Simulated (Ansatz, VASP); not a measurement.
# Cross-check of TePbSe (1T-PbSeTe monolayer) between VASP and Ansatz

One calculation is typed for both programs; each brings its own data sets. How far apart do they land? The structure shown is the start of the Ansatz relaxation below; VASP solves that cell, so the two are compared at the walk's first step.

Method: plane waves, with VASP 6.6.1 beside it; single point at PBE with D4, in Ansatz 0.2.0.

## 1. The starting structure

The cell holds 3 atoms: 1 Te, 1 Pb and 1 Se. Its edges and angles: a = 3.750 Å, b = 3.750 Å, c = 29.707 Å, α = 90.0°, β = 90.0°, γ = 120.0°. Vacuum lies along c. The height across the vacuum is the one that the program set for its solve, not the one typed.

## 2. Ansatz: relaxation, PBE with D4

Ansatz runs on its default PAW (the set named soft_2) files.

The two programs are compared at the cell with which this relaxation starts, whose forces are those of its first step.

Input file input.yaml:

```yaml
crystal:
  lattice:
    - [3.749942, 0.0, 0.0]
    - [-1.874971, 3.2475450347, 0.0]
    - [0.0, 0.0, 20.9533331033]
  atoms:
    - { symbol: Te, position: [0.6666666667, 0.3333333333, 0.4295259354] }
    - { symbol: Pb, position: [0.0, 0.0, 0.5076325698] }
    - { symbol: Se, position: [0.3333333333, 0.6666666667, 0.5704740646] }
  periodic: [true, true, false]
kpoints:
  mp_grid: { grid: [12, 12, 1] }
hamiltonian:
  xc: pbe
  dispersion: d4
scf:
  occupations: { method: fermi_dirac, width: 0.05 }
  convergence: { dr2_threshold: 1.0e-09 }
relax:
  f_tol: 0.004
  max_steps: 90
  cell: {}
output:
  write_potential: true
  write_density: true
  volumetric_format: npy
```

Run with:

```bash
> ansatz run input.yaml --threads 4 --pin off --max-ram 6144MiB --backend cpu --events-out ev --progress --plain --runs-dir out
```

Numbers of over 12 decimals in the logs are rounded to 6 here.

The program printed:

```text
Warning: crystal.periodic: the lattice vector that does not repeat stood 0.000° off the slab's normal, 20.953 Å along it as the deck builds it. The run solves the slab on a vector along the normal, 29.707 Å long, with every atom where it was (on the deck's vector they left 18.00 Å outside them, and the widest stretch free of ions among them is 1.64 Å). A fractional position that the run reports is one of the run's ce [...]
Warning: relax.cell: scf.convergence.dr2_threshold = 1e-9 eV is looser than the 1.78796159981e-10 eV advised for a relaxation that steers and ends on the stress (1e-10 eV for each atom of the cell: 3, times the square of relax.cell.stress_2d_tol = 0.05 N/m over 13.0 Å (the atoms' height at the walk's start and 5 Å past either face), 3.860e-2 GPa, over a crystal's default 0.05). What an SCF threshold leaves in a stress goes as its square root, and in the free energy as the threshold itself, and one threshold admits the most on a small cell: [figures from the program's tests cut] Set scf.convergence.dr2_threshold to 1.78796159981e-10 eV or tighter. [rest of the remark cut]
crystal.periodic: the lattice vector that does not repeat stood 0.000° off the slab's normal, 20.953 Å along it as the deck builds it. The run solves the slab on a vector along the normal, 29.707 Å long, with every atom where it was (on the deck's vector they left 18.00 Å outside them, and the widest stretch free of ions among them is 1.64 Å). A fractional position that the run reports is one of the run's cell, which [...]
Engine: ansatz 0.2.0, aarch64-unknown-linux-gnu
Pseudopotentials: kind: paw
Pseudopotential: Te, paw, valence charge 16, recommended cutoff 420 eV (normal), Te.paw.azcp
Pseudopotential: Pb, paw, valence charge 14, recommended cutoff 420 eV (normal), Pb.paw.azcp
Pseudopotential: Se, paw, valence charge 16, recommended cutoff 420 eV (normal), Se.paw.azcp
Functional definition: PBE
  parameter kappa = 0.804
  parameter beta = 0.066725
  exchange = pbe_x(kappa = kappa, mu = beta*pi^2/3)
  correlation = pbe_c(beta = beta)
Crystal: 3 atoms, lattice volume = 361.771 Å³
Basis set: ecut = 420 eV, 7143 PW (Γ), exchange–correlation on 54×54×400 points (8 copies of the dense FFT grid, shifted against one another)
Bands: 28, of which v1, the nominal top of the filled ones, is band 23 counted from 1 (22 counted from 0)
Symmetry: 6 space group operations
[...]
SCF iter   2: F=—  HF=-24356.225022 eV  |F-HF|=—  |Δ(HF+E_count)|=   1.20e-5  Δρ=5.50e-5  dr2=4.54e-5  ethr=4.83e-7  ⟨swp⟩=2.7  Hψ=901  notcnv=0
SCF iter   3: F=—  HF=-24356.225031 eV  |F-HF|=—  |Δ(HF+E_count)|=   9.74e-6  Δρ=4.53e-5  dr2=2.33e-5  ethr=9.87e-8  ⟨swp⟩=3.5  Hψ=1146  notcnv=0
SCF iter   4: F=—  HF=-24356.225029 eV  |F-HF|=—  |Δ(HF+E_count)|=   2.46e-6  Δρ=9.76e-6  dr2=1.99e-6  ethr=5.07e-8  ⟨swp⟩=2.8  Hψ=1006  notcnv=0
SCF iter   5: F=—  HF=-24356.225004 eV  |F-HF|=—  |Δ(HF+E_count)|=   2.53e-5  Δρ=3.27e-6  dr2=9.18e-8  ethr=4.33e-9  ⟨swp⟩=2.7  Hψ=1050  notcnv=0
SCF iter   6: F=—  HF=-24356.225004 eV  |F-HF|=—  |Δ(HF+E_count)|=   3.18e-8  Δρ=1.10e-6  dr2=6.76e-9  ethr=2.00e-10  ⟨swp⟩=2.6  Hψ=1026  notcnv=0
SCF iter   7: F=-24356.225004 eV  HF=-24356.225004 eV  |F-HF|=5.45e-9  |Δ(HF+E_count)|=   2.14e-8  Δρ=3.29e-7  dr2=7.27e-10  ethr=2.17e-12  ⟨swp⟩=12.1  Hψ=3885  notcnv=0
SCF 10 converged in 7 iterations: F = -24356.225004 eV  dr2 = 7.27e-10
relax step  10: F+E_penalty+E_count = -24356.22500374 eV  Δ(F+E_penalty+E_count) = -2.146e-4 eV  max|allowed force component| = 1.706e-3 eV/Å  Δτ_max = 0.0106 Å  P = -0.004 N/m  Ω = 387.450 Å³  energy of the carried Pulay correction = -8.428e-4 eV  fix = [c, alpha, beta]  reactions: c -0.000 N/m  (7 SCF iters, accepted)
Initial wavefunctions: pseudopotential atomic-orbital guess (no wavefunctions were taken with the density)
iter 1 solved again at ethr=2.08e-6 eV; its pass at ethr=3.10e-3 eV (dr2=9.56e-4 eV) is discarded
SCF iter   1: F=—  HF=-24356.214434 eV  |F-HF|=—  |Δ(HF+E_count)|=         —  Δρ=2.69e-4  dr2=8.37e-6  ethr=2.08e-6  ⟨swp⟩=4.9  Hψ=5374  notcnv=0
preconditioner: auto → LDOS  [metal: Δε(μ)=0.066 eV  Ē_g=13.059 eV  σ=0.050 eV  W_gap=0.32  n_scr=36 (ndim 8)  ℏωp=9.6 eV  f_vac=0.734  D(μ)=3.13/eV (n_scr^D=10)  β→1.0]
SCF iter   2: F=—  HF=-24356.225717 eV  |F-HF|=—  |Δ(HF+E_count)|=   1.13e-2  Δρ=1.21e-5  dr2=1.65e-6  ethr=1.82e-8  ⟨swp⟩=4.2  Hψ=1352  notcnv=0
SCF iter   3: F=—  HF=-24356.225673 eV  |F-HF|=—  |Δ(HF+E_count)|=   4.41e-5  Δρ=6.59e-6  dr2=1.85e-7  ethr=3.58e-9  ⟨swp⟩=3.0  Hψ=1060  notcnv=0
SCF iter   4: F=—  HF=-24356.225691 eV  |F-HF|=—  |Δ(HF+E_count)|=   1.86e-5  Δρ=2.60e-6  dr2=8.54e-8  ethr=4.03e-10  ⟨swp⟩=2.9  Hψ=1183  notcnv=0
SCF iter   5: F=—  HF=-24356.225691 eV  |F-HF|=—  |Δ(HF+E_count)|=   9.59e-9  Δρ=6.76e-7  dr2=7.92e-9  ethr=1.86e-10  ⟨swp⟩=2.2  Hψ=983  notcnv=0
SCF iter   6: F=—  HF=-24356.225691 eV  |F-HF|=—  |Δ(HF+E_count)|=   2.89e-7  Δρ=4.59e-7  dr2=3.51e-9  ethr=1.72e-11  ⟨swp⟩=3.5  Hψ=1127  notcnv=0
SCF iter   7: F=-24356.225691 eV  HF=-24356.225691 eV  |F-HF|=9.62e-9  |Δ(HF+E_count)|=   8.44e-8  Δρ=1.07e-7  dr2=2.00e-10  ethr=2.17e-12  ⟨swp⟩=13.2  Hψ=4121  notcnv=0
SCF 11 converged in 7 iterations: F = -24356.225691 eV  dr2 = 2.00e-10
relax step  11: F+E_penalty+E_count = -24356.22569148 eV  Δ(F+E_penalty+E_count) = -6.877e-4 eV  max|allowed force component| = 1.595e-3 eV/Å  Δτ_max = 0.0000 Å  P = -0.009 N/m  Ω = 387.450 Å³  fix = [c, alpha, beta]  reactions: c -0.000 N/m  stress off target by 9.03e-3 N/m on what of the cell is left free  SCF on the basis re-selected at this cell (its energy is not comparable with the rows above)  (7 SCF iters)
basis re-selected at this cell: Δ(F+E_penalty+E_count) = -6.877e-4 eV, ΔP = -0.005 N/m vs the last step (what re-selecting the basis moved, of the pressure what is left beyond the Pulay correction that the steps carried, after the strain that the cell walked since its last selection, with what the two solves' SCF thresholds leave and, on support functions, any second-order correction that the steps lacked; it is no m [...]
WARN: The input density's exchange-correlation potential varies sharply where the density is thin. Do not read a vacuum level from v_tot or v_xc, or from such a field of the output density. On a cell that repeats whose density bears no net charge and no dipole along the vacuum's axis use v_es (v_loc + v_h of the components); under efield.dipole_correction with no amplitude use v_es + v_field, which holds any external [...]
SCF converged after 7 iterations
Free energy (F): -24356.225691 eV
Harris-Foulkes:  -24356.225691 eV  (|F-HF|=9.62e-9)
Internal energy: -24356.199904 eV  (E = F + TS)
E sigma→0 (E₀):  -24356.212798 eV
Entropy (-TS):   -0.025787 eV (-8.596 meV/atom)
Fermi energy:    -5.384209 eV
--- Per-component energies (eV) ---
  E_band       = -1327.739348
  E_kinetic    = 586.764437
  E_local      = -84455.410996  (includes V_loc(G=0)·N_el)
  E_nonlocal   = -555.198558
  E_hartree    = 41963.482662
  E_xc         = -447.318222
  E_vxc        = -332.194700  (∫ρ·V_xc dr)
  E_paw        = -16981.025917  (= ΣΔE_a)
  E_vpaw       = -498.663365  (= ΣTr[D̂ρ^β])
  E_aug_tail   = -0.000736  (compensation charges beyond the density's cutoff)
  E_ewald      = 35533.454615
  E_disp       = -0.947188  (pairwise vdW)
  E_smearing   = -0.025787  (= −TS)
  E_closure    = 0.000000  (closes the sum)
  Σ components = -24356.225691   (vs F -24356.225691, Δ=0.00e0)
--- Forces (eV/Å), atoms counted from 1 ---
  atom   1  Te     0.00000000     0.00000000    -0.00092459
  atom   2  Pb     0.00000000     0.00000000    -0.00066912
  atom   3  Se     0.00000000    -0.00000000     0.00159521
  max |Σ_I F_I| component: 1.50e-6 eV/Å
--- 2D stress c σ (N/m, compression-positive) ---
       -0.009030      -0.000000      -0.000000
       -0.000000      -0.009030       0.000000
       -0.000000       0.000000      -0.000000
  P = ½ c Tr σ = -0.0090 N/m
--- Band table (eV; the first three rows and the last of 19) ---
  k-point 0: bands = [... 19 lower, -5.8227, -5.8227, -5.0926, -4.4403, -4.4403, -2.0117, -0.7836, -0.7836, ... 1 higher]
  k-point 1: bands = [... 19 lower, -6.3849, -5.9229, -5.1450, -4.6051, -4.5353, -1.6902, -1.2158, -0.7026, ... 1 higher]
  k-point 2: bands = [... 19 lower, -7.1367, -6.1797, -6.0703, -4.7648, -4.5683, -1.9861, -0.9236, -0.5692, ... 1 higher]
  k-point 18: bands = [... 19 lower, -8.5494, -8.5028, -7.0215, -6.4419, -5.7431, -2.0468, -1.9520, -0.4413, ... 1 higher]
  the weakly bound empty levels are not read free of the cell's end (no_gap_told)
--- Relaxed structure (10 steps of the walk, 10 accepted, 1 SCFs on fresh bases) ---
  F+E_penalty+E_count = -24356.22569148 eV   max|allowed force component| = 1.595e-3 eV/Å   (the final SCF, on the basis selected at the relaxed cell)
  cell:  # Å, volume = 387.4503 Å³
    - [3.880751, 0, 0]
    - [-1.940375, 3.360829, 0]
    - [0, 0, 29.706666]
  atoms:
    - { symbol: Te, position: [0.666667, 0.333333, 0.283606] }
    - { symbol: Pb, position: [0, 0, 0.361651] }
    - { symbol: Se, position: [0.333333, 0.666667, 0.418139] }
```

The column dr2 measures how far the density is from self-consistency, as an energy; F and HF (Harris–Foulkes) agree once it is small.

## 3. VASP: single point, PBE with D4, start cell

The same cell, functional, mesh and smearing now go to VASP, with its own data sets.

Lines of VASP's logs that name or quote its potential files are left out, and so is its time.

Input file INCAR:

```
SYSTEM = TePbSe
PREC = Accurate
ENCUT = 400
EDIFF = 1E-06
NELM = 120
ISMEAR = -1
SIGMA = 0.05
LREAL = .FALSE.
ALGO = Normal
GGA = PE
IVDW = 13
NBANDS = 19
LORBIT = 11
LWAVE = .FALSE.
LCHARG = .FALSE.
ISIF = 2
LDIPOL = .TRUE.
IDIPOL = 3
DIPOL = 0.5 0.5 0.355
LVHAR = .TRUE.
LASPH = .TRUE.
GGA_COMPAT = .FALSE.
NELMDL = -8
```

Input file POSCAR:

```
TePbSe
1.0
    3.7499420000      0.0000000000      0.0000000000
   -1.8749710000      3.2475450000      0.0000000000
    0.0000000000      0.0000000000     29.7066660000
Te Pb Se
1 1 1
Direct
    0.6666666667      0.3333333333      0.3029623048
    0.0000000000      0.0000000000      0.3580541149
    0.3333333333      0.6666666667      0.4023788129
```

Input file KPOINTS:

```
Automatic mesh
0
Gamma
12 12 1
0 0 0
```

Potentials, in the order of the species: Te, Pb_d and Se (PBE family, release 64).

Run with:

```bash
> mpirun -np 1 vasp_std
```

The program printed:

```text
[banner, memory and clock lines left out]
running    1 mpi-ranks, on    1 nodes
 distrk:  each k-point on    1 cores,    1 groups
 distr:  one band on    1 cores,    1 groups

 POSCAR found type information on POSCAR TePbSe
 POSCAR found :  3 types and       3 ions
 LDA part: xc-table for (Slater+PW92), standard interpolation
 POSCAR, INCAR and KPOINTS ok, starting setup
 FFT: planning ... GRIDC
 FFT: planning ... GRID_SOFT
 FFT: planning ... GRID
 WAVECAR not read
 entering main loop
       N       E                     dE             d eps       ncg     rms          rms(c)
DAV:   1     0.200881044332E+03    0.20088E+03   -0.87727E+03   858   0.811E+02
DAV:   2     0.103398945678E+02   -0.19054E+03   -0.18712E+03   986   0.250E+02
DAV:   3    -0.731482827688E+01   -0.17655E+02   -0.17600E+02   944   0.906E+01
DAV:   4    -0.782676804627E+01   -0.51194E+00   -0.51131E+00  1131   0.207E+01
DAV:   5    -0.783383280317E+01   -0.70648E-02   -0.70643E-02  1101   0.179E+00
DAV:   6    -0.783390443883E+01   -0.71636E-04   -0.71635E-04  1104   0.173E-01
DAV:   7    -0.783390661566E+01   -0.21768E-05   -0.21767E-05  1139   0.267E-02
DAV:   8    -0.783390663906E+01   -0.23407E-07   -0.22975E-07   814   0.317E-03    0.883E+00
DAV:   9    -0.758672785046E+01    0.24718E+00   -0.46437E-01  1040   0.985E+00    0.540E+00
DAV:  10    -0.755577716678E+01    0.30951E-01   -0.38303E-01   974   0.565E+00    0.733E-01
DAV:  11    -0.754771562676E+01    0.80615E-02   -0.58469E-02   944   0.239E+00    0.381E-01
DAV:  12    -0.754598101021E+01    0.17346E-02   -0.11396E-02   990   0.120E+00    0.146E-01
DAV:  13    -0.754594255561E+01    0.38455E-04   -0.17453E-03   962   0.382E-01    0.505E-02
DAV:  14    -0.754595991758E+01   -0.17362E-04   -0.18295E-04   945   0.107E-01    0.383E-02
DAV:  15    -0.754598674520E+01   -0.26828E-04   -0.46559E-05   935   0.593E-02    0.968E-03
DAV:  16    -0.754600970763E+01   -0.22962E-04   -0.64209E-06   934   0.169E-02    0.810E-03
DAV:  17    -0.754606159572E+01   -0.51888E-04   -0.11906E-05   776   0.106E-02    0.287E-03
DAV:  18    -0.754608663910E+01   -0.25043E-04   -0.18740E-06   815   0.605E-03    0.276E-03
DAV:  19    -0.754613133770E+01   -0.44699E-04   -0.29082E-06   650   0.544E-03    0.169E-03
DAV:  20    -0.754614586108E+01   -0.14523E-04   -0.11463E-06   807   0.327E-03    0.113E-03
DAV:  21    -0.754615058508E+01   -0.47240E-05   -0.46353E-08   870   0.125E-03    0.870E-04
DAV:  22    -0.754615876842E+01   -0.81833E-05   -0.22770E-07   743   0.257E-03    0.865E-04
DAV:  23    -0.754615947835E+01   -0.70993E-06   -0.43315E-09   790   0.608E-04
   1 F= -.86959027E+01 E0= -.86914367E+01  d E =-.893186E-02
```

Parts of OUTCAR (step 3):

```text
ion  position               nearest neighbor table
   1  0.667  0.333  0.303-   2 2.71   2 2.71   2 2.71
   2  0.000  0.000  0.358-   3 2.53   3 2.53   3 2.53   1 2.71   1 2.71   1 2.71
   3  0.333  0.667  0.402-   2 2.53   2 2.53   2 2.53

  LATTYP: Found a hexagonal cell.
 ALAT       =     3.7499420000
 C/A-ratio  =     7.9219001254

 Subroutine GETGRP returns: Found  6 space group operations
 (whereof  6 operations were pure point group operations)

The static configuration has the point symmetry C_3v.

 Found     19 irreducible k-points:

   k-points           NKPTS =     19   k-points in BZ     NKDIM =     19   number of bands    NBANDS=     19

   dimension x,y,z NGX =    24 NGY =   24 NGZ =  196
   dimension x,y,z NGXF=    48 NGYF=   48 NGZF=  392

   ENCUT  =  400.0 eV  29.40 Ry    5.42 a.u.   6.12  6.12 48.44*2*pi/ulx,y,z

   NELECT =      26.0000    total number of electrons

 k-points in reciprocal lattice and weights: Automatic mesh
   0.00000000  0.00000000  0.00000000       0.007
   0.08333333  0.00000000  0.00000000       0.042
   0.16666667  0.00000000  0.00000000       0.042
   0.25000000  0.00000000  0.00000000       0.042
   0.33333333  0.00000000  0.00000000       0.042
   0.41666667  0.00000000  0.00000000       0.042
   0.50000000  0.00000000  0.00000000       0.021
   0.08333333  0.08333333  0.00000000       0.042
   0.16666667  0.08333333  0.00000000       0.083
[...]
0.33333333  0.25000000  0.00000000       0.083
   0.33333333  0.33333333  0.00000000       0.014

 dipolmoment           0.000000      0.000000      0.013448 electrons x Angstroem

 average (electrostatic) potential at core
       1 -96.6992       2-100.4730       3 -60.9749

 E-fermi :  -2.5301

 k-point     1 :       0.0000    0.0000    0.0000
  band No.  band energies     occupation
    ...
      7     -15.2008      2.00000
      8      -9.0311      2.00000
      9      -4.4007      2.00000
     10      -4.3177      2.00000
     11      -4.3177      2.00000
     12      -2.3912      0.11691
     13      -2.3912      0.11691
     14      -1.8869      0.00001
     15       0.3683      0.00000
     16       1.3941      0.00000
    ...

 k-point     2 :       0.0833    0.0000    0.0000
  band No.  band energies     occupation
    ...
      8      -9.0768      2.00000
      9      -5.0191      2.00000
     10      -4.5217      2.00000
     11      -4.3412      2.00000
     12      -3.0645      1.99995
     13      -2.4271      0.22581
     14      -1.3697      0.00000
     15       0.6855      0.00000
     16       1.4624      0.00000
     17       1.6623      0.00000
    ...

 k-point     3 :       0.1667    0.0000    0.0000
  band No.  band energies     occupation
    ...
      9      -6.1524      2.00000
     10      -4.9996      2.00000
     11      -4.2850      2.00000
     12      -4.1113      2.00000
     13      -2.5378      1.07673
     14      -1.0819      0.00000
     15       0.7663      0.00000
     16       2.0931      0.00000
     17       2.3065      0.00000
     18       2.3711      0.00000
    ...

  DFT-D4 for vdW energy calculation

  Edisp (eV):   -1.14974

  Total      13.67963    13.67963    14.98162     0.00000     0.00000     0.00000
  in kB      60.58309    60.58309    66.34921     0.00000     0.00000     0.00000
  external pressure =       62.51 kB  Pullay stress =        0.00 kB

  energy-cutoff  :      400.00
  volume of cell :      361.77
      direct lattice vectors                 reciprocal lattice vectors
     3.749942000  0.000000000  0.000000000     0.266670791  0.153962455  0.000000000
    -1.874971000  3.247545000  0.000000000     0.000000000  0.307924909  0.000000000
     0.000000000  0.000000000 29.706666000     0.000000000  0.000000000  0.033662478

 POSITION                                       TOTAL-FORCE (eV/Angst)
 -----------------------------------------------------------------------------------
      1.87497      1.08251      9.00000         0.000000     -0.000000     -5.003324
      0.00000      0.00000     10.63659        -0.000000     -0.000000     -0.163561
     -0.00000      2.16503     11.95333        -0.000000      0.000000      5.166885
 -----------------------------------------------------------------------------------
    total drift:                                0.000000     -0.000000     -0.000776

  FREE ENERGIE OF THE ION-ELECTRON SYSTEM (eV)
  ---------------------------------------------------
  free  energy   TOTEN  =        -8.6959026727 eV

  energy  without entropy=       -8.6869708151  energy(sigma->0) =       -8.69143674

 vacuum level on the upper side and lower side of the slab         2.674         2.475

 total charge
# of ion       s       p       d       tot
------------------------------------------
    1        1.408   2.078   0.050   3.536
    2        1.209   1.133   9.970  12.313
    3        1.487   2.442   0.047   3.975
--------------------------------------------------
tot          4.103   5.653  10.067  19.824

[... 3 further parts left out ...]
```

## 4. Side by side

Known differences besides the potentials themselves: Ansatz cuts the interaction across the vacuum, VASP repeats the sheet with a dipole correction; the data sets hold 46 valence electrons in Ansatz (on its default PAW (the set named soft_2) files) and 26 in VASP; the cutoff is 420 eV in Ansatz and 400 eV in VASP. Total energies have different zeros and are not compared.

Forces (eV/Å; atoms numbered as in POSCAR):

| atom | Ansatz x, y, z | VASP x, y, z |
| --- | --- | --- |
| Te1 | 0.000, 0.000, -4.980 | 0.000, 0.000, -5.003 |
| Pb2 | 0.000, 0.000, -0.164 | 0.000, 0.000, -0.164 |
| Se3 | 0.000, 0.000, 5.143 | 0.000, 0.000, 5.167 |

The forces differ by 11 meV/Å r.m.s., which is 0.5 % of the r.m.s. force of 2.398 eV/Å (both taken over all components). With vacuum in the cell, a pressure given here is an average over mostly empty space and none of the material.

## 5. Outcome

* r.m.s. force difference (single point, PBE with D4, start cell): 0.46 % of the r.m.s. force

In words: The r.m.s. force difference is 0.46 % of the r.m.s. force (single point, PBE with D4, start cell), within the 3 % picked in this series as the mark of a large difference. The data sets hold unlike numbers of valence electrons (46 in Ansatz and 26 in VASP), so part of the differences comes from the potentials. 1 further run of this series is not shown here. Such differences can come from data sets, numerical settings and the points named under the comparisons, not from the functional's error against experiment.

[Lines on the potential files, build, host, timing and source positions are cut from VASP's logs without a mark.]

[Logs are printed without paths, hosts, clocks, repeated set-up lines and the standing remarks that a program may print on its own settings, such as how far it seeks lower states.]

[Hosts, paths, dates, database ids (printed as entryN), source tags and the programs' standing remarks are cut or masked in the printed files.]
